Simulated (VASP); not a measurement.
# Lu3AlN4 in VASP: further runs, part 2 of 2

VASP 6.6.1. Earlier steps stand in the parts before.

### Step 3. Relaxation of cell and atoms, PBE

This run uses another cell than the first one, of 15.91 Å³/atom, 0.901 times its volume.

INCAR

```
ALGO = Fast
EDIFF = 1E-4
EDIFFG = -0.08
ENCUT = 520
GGA = PE
IBRION = 2
ISIF = 3
ISMEAR = 0
LASPH = True
LCHARG = False
LREAL = False
LWAVE = False
NELM = 60
NSW = 24
PREC = Normal
SIGMA = 0.15
```

KPOINTS

```
k-points
0
Gamma
  4 3 2
```

POSCAR

```
Lu3AlN4
1.0
    3.5596779000      0.0000000000      0.0000000000
    0.0000000000      5.0373970000      0.0000000000
    0.0000000000      0.0000000000      7.0972157100
Lu Al N
3 1 4
Direct
    0.5000000000      0.5000000000      0.2539739900
    0.0000000000      0.0000000000      0.5000000000
    0.5000000000      0.5000000000      0.7460260100
    0.0000000000      0.0000000000      0.0000000000
    0.0000000000      0.5000000000      0.5000000000
    0.5000000000      0.0000000000      0.7371140100
    0.0000000000      0.5000000000      0.0000000000
    0.5000000000      0.0000000000      0.2628859900
```

Potentials or basis: VASP PAW PBE potentials, release 64 (Lu, Al, N).

Run with:

```bash
cat potpaw_PBE.64/Lu/POTCAR potpaw_PBE.64/Al/POTCAR potpaw_PBE.64/N/POTCAR > POTCAR
mpirun -np 4 vasp_std > vasp.out
```

OUTCAR:

```text
EDIFF = 1E-4
   EDIFFG = -0.08
   ENCUT = 520
   GGA = PE
   IBRION = 2
   ISIF = 3
   ISMEAR = 0
   LASPH = True
   LREAL = False
   NELM = 60
   NSW = 24
   PREC = Normal

 ion  position               nearest neighbor table
   1  0.500  0.500  0.254-   5 2.49   5 2.49   8 2.52   8 2.52   7 2.53   7 2.53   3 3.49   2 3.54
                             2 3.54   2 3.54   2 3.54   4 3.57   4 3.57   4 3.57   4 3.57   3 3.61
   2  0.000  0.000  0.500-   6 2.45   8 2.45   6 2.45   8 2.45   5 2.52   5 2.52   3 3.54   3 3.54
                             1 3.54   3 3.54   1 3.54   1 3.54   1 3.54   3 3.54   4 3.55   4 3.55
   3  0.500  0.500  0.746-   5 2.49   5 2.49   6 2.52   6 2.52   7 2.53   7 2.53   1 3.49   2 3.54
                             2 3.54   2 3.54   2 3.54   4 3.57   4 3.57   4 3.57   4 3.57   1 3.61
   4  0.000  0.000  0.000-   7 2.52   7 2.52   2 3.55   2 3.55   3 3.57   1 3.57   3 3.57   1 3.57
                             1 3.57   3 3.57   1 3.57   3 3.57
   5  0.000  0.500  0.500-   1 2.49   3 2.49   1 2.49   3 2.49   2 2.52   2 2.52
   6  0.500  0.000  0.737-   2 2.45   2 2.45   3 2.52   3 2.52
   7  0.000  0.500  0.000-   4 2.52   4 2.52   1 2.53   3 2.53   1 2.53   3 2.53
   8  0.500  0.000  0.263-   2 2.45   2 2.45   1 2.52   1 2.52

  LATTYP: Found a simple orthorhombic cell.
 ALAT       =     3.5596779000
 B/A-ratio  =     1.4151271945
 C/A-ratio  =     1.9937803109

  Lattice vectors:

 A1 = (   3.5596779000,   0.0000000000,   0.0000000000)
 A2 = (   0.0000000000,   5.0373970000,   0.0000000000)
 A3 = (   0.0000000000,   0.0000000000,   7.0972157100)

Analysis of symmetry for initial positions (statically):
=====================================================================
 Subroutine PRICEL returns:
 Original cell was already a primitive cell.

 Routine SETGRP: Setting up the symmetry group for a
[... 295 lines left out ...]

 val. band max:       11.7835361986   @ k =   0.2500   0.0000   0.0000
 cond. band min:      13.7567652377   @ k =   0.5000   0.3333   0.5000
 fundamental gap:      1.9732290391
 Fermi energy:        12.4976328093

 k-point     1 :       0.0000    0.0000    0.0000
  band No.  band energies     occupation
      1     -70.1615      2.00000
      2     -70.1566      2.00000
      3     -50.7482      2.00000
      4     -49.1405      2.00000
      5     -49.1370      2.00000
      6     -49.1177      2.00000
[... 745 lines left out ...]
     59     129.6705      0.00000
     60     183.5827      0.00000

[... ionic steps 4 to 21 ...]

--------------------------------------- Ionic step       22  -------------------------------------------

 number of electron      98.0000004 magnetization

------------------------ aborting loop because EDIFF is reached ----------------------------------------
[... 79 lines left out ...]
--------------------------------------- Ionic step       24  -------------------------------------------

 number of electron      97.9999998 magnetization

 Free energy of the ion-electron system (eV)
  ---------------------------------------------------
  ext. energy  EPLUGINS =         0.00000000
  ---------------------------------------------------
  free energy    TOTEN  =       -62.15792469 eV

  energy without entropy =      -62.14694615  energy(sigma->0) =      -62.15243542

 E-fermi :   4.7831     XC(G=0): -12.3316

 val. band max:        4.6962735808   @ k =   0.0000   0.0000   0.0000
 cond. band min:       4.8588180220   @ k =   0.5000   0.0000   0.0000
 fundamental gap:      0.1625444412
 Fermi energy:         4.7830841986

 k-point     1 :       0.0000    0.0000    0.0000
  band No.  band energies     occupation
      1     -50.3658      2.00000
      2     -49.7170      2.00000
      3     -49.6919      2.00000
      4     -21.2469      2.00000
      5     -21.2333      2.00000
      6     -20.9731      2.00000
[... 780 lines left out ...]
  FREE ENERGIE OF THE ION-ELECTRON SYSTEM (eV)
  ---------------------------------------------------
  free  energy   TOTEN  =       -62.1579246935 eV

  energy  without entropy=      -62.1469461513  energy(sigma->0) =      -62.15243542

 reached required accuracy - stopping structural energy minimisation
```

OSZICAR:

```text
N       E                     dE             d eps       ncg     rms          rms(c)
DAV:   1     0.102343577582E+04    0.10234E+04   -0.34173E+04  2208   0.515E+03
DAV:   2     0.145165536674E+03   -0.87827E+03   -0.82600E+03  1864   0.942E+02
DAV:   3    -0.402196400272E+02   -0.18539E+03   -0.17469E+03  1592   0.234E+02
DAV:   4    -0.666162280033E+02   -0.26397E+02   -0.26025E+02  1972   0.801E+01
[... 644 lines left out ...]
RMM:   8    -0.621378656081E+02   -0.28353E-03   -0.28577E-03  1564   0.165E-01    0.138E-02
RMM:   9    -0.621380201898E+02   -0.15458E-03   -0.15249E-03  1352   0.131E-01    0.502E-02
RMM:  10    -0.621381204142E+02   -0.10022E-03   -0.10606E-03  1337   0.111E-01    0.447E-02
RMM:  11    -0.621381778481E+02   -0.57434E-04   -0.62340E-04  1177   0.926E-02
  17 F= -.62138178E+02 E0= -.62133765E+02  d E =-.706650E-01
       N       E
```

It took 7.7 min on 4 MPI ranks of Intel Xeon 6975P-C (Granite Rapids), shared host; peak memory 0.15 GiB.

What came out:

- Free energy: -62.1579 eV
- Relaxed volume: 12.46 Å³/atom
- Relaxed cell: a = 3.259 Å, b = 4.685 Å, c = 6.529 Å, α = 90.00°, β = 90.00°, γ = 90.00°
- Space group after relaxing (to 0.05 Å): Pmmm (No. 47)
- Energy gained by relaxing: 366.1 meV/atom
- Ionic steps: 24
- Pressure after relaxing: -0.1 GPa
- Largest force after relaxing: 0.078 eV/Å
- Band gap on the k mesh: 0.16 eV, indirect (least direct gap 0.19 eV)

Forces on the atoms (eV/Å):
```
Lu   0.000  0.000 -0.066
Lu   0.000  0.000  0.000
Lu   0.000  0.000  0.066
Al   0.000  0.000  0.000
N    0.000  0.000  0.000
N    0.000  0.000 -0.078
N    0.000  0.000  0.000
N    0.000  0.000  0.078
```

Stress tensor (GPa, compression positive):
```
-0.64  0.00  0.00
 0.00  1.00  0.00
 0.00  0.00 -0.52
```

The path:
```
step  energy change (eV)  largest force (eV/Å)  pressure (GPa)  volume (Å³)
   1              0.0000                0.8874          -23.52       127.26
   2           5171.3276               69.1758         2177.84        88.91
   3            400.4511                4.7973        -3598.09       126.58
   4           2945.1419              156.0102         1261.81        99.00
   5           1144.8856               21.6866        -2354.84       112.66
   6            295.2268                2.8437          -89.90       103.01
   7              3.5717                1.7617         -471.28       102.56
   8             -2.4143                2.1669           -1.72       100.77
   9             -2.4134                2.1973            0.73       100.28
  10             -2.7678                1.1371            3.23        98.86
  11             -2.7966                0.8524           -0.37        97.20
  12             -2.8382                0.4982            5.70        97.76
  13             -2.3570                0.4871          -27.76       103.63
  14             -2.8831                0.4099            1.95        98.79
  15             -2.9007                0.3653            6.19        99.39
  16             -2.9030                0.3229           -1.36       101.50
  17             -2.9088                0.2578           -1.89       101.10
  18             -2.9109                0.3003           -0.88       100.24
  19             -2.9274                0.0726           -0.59        99.58
  20             -2.9284                0.0768            1.00        99.66
  21             -2.9285                0.0814            0.74        99.73
  22             -2.9286                0.0827            1.35        99.72
  23             -2.9285                0.0798            0.63        99.69
  24             -2.9286                0.0778           -0.05        99.68
```

Final structure:
```
Lu Al N
1.0
     3.25886    0.00000    0.00000
     0.00000    4.68465    0.00000
     0.00000    0.00000    6.52898
Lu Al N
3 1 4
Direct
  0.50000 0.50000 0.24172
  0.00000 0.00000 0.50000
  0.50000 0.50000 0.75828
  0.00000 0.00000 0.00000
  0.00000 0.50000 0.50000
  0.50000 0.00000 0.77339
  0.00000 0.50000 0.00000
  0.50000 0.00000 0.22661
```

Caveat: the k mesh is coarse (spacing up to 0.44 Å⁻¹), so the values aren't converged; the volume moved by over 15 % at a fixed basis, so the end points are rough; spin-orbit coupling is left out, which moves the levels of the heavy elements; an odd mesh through Γ misses points on the zone boundary, where band edges often lie; the relaxation stopped at a loose force limit of 0.08 eV/Å, so its end isn't a converged minimum.
